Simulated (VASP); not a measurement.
Given:

```xyz
1
Lattice="-1.5957 1.5957 2.4135 1.5957 -1.5957 2.4135 1.5957 1.5957 -2.4135" Properties=species:S:1:pos:R:3 pbc="T T T"
In     1.5957     1.5957    -2.4135
```

Calculation: LDA (Ceperley-Alder, Perdew-Zunger) with spin-orbit coupling, VASP's LDA PAW potentials (set 64) (plane waves; VASP). Run with 400 eV cut-off, 14×14×14 Γ-centred mesh, Gaussian smearing of 0.050 eV, potentials In_d.

### Question
Give the energies of bands 11 to 18 at the high-symmetry points, in eV from the Fermi level.

### Answer

```
band       Γ      X      P      N      M      S      R
----  ------  -----  -----  -----  -----  -----  -----
11    -10.05  -2.23  -1.22  -4.44  -2.92  -2.52  -1.62
12    -10.05  -2.23  -1.22  -4.44  -2.92  -2.52  -1.62
13     10.37  -1.65  -0.34  -3.69  -2.90  -1.37  -0.47
14     10.37  -1.65  -0.34  -3.69  -2.90  -1.37  -0.47
15     11.23   3.51  -0.03   7.80   4.53  -0.60   0.10
16     11.23   3.51  -0.03   7.80   4.53  -0.60   0.10
17     11.36   4.06   1.71   9.45   4.94   6.25   1.33
18     11.36   4.06   1.71   9.45   4.94   6.25   1.33
```

It has no gap at this level: it comes out as a metal or semimetal.

The compound is In in the bct structure. It was relaxed first, which changed the volume by -6 %.
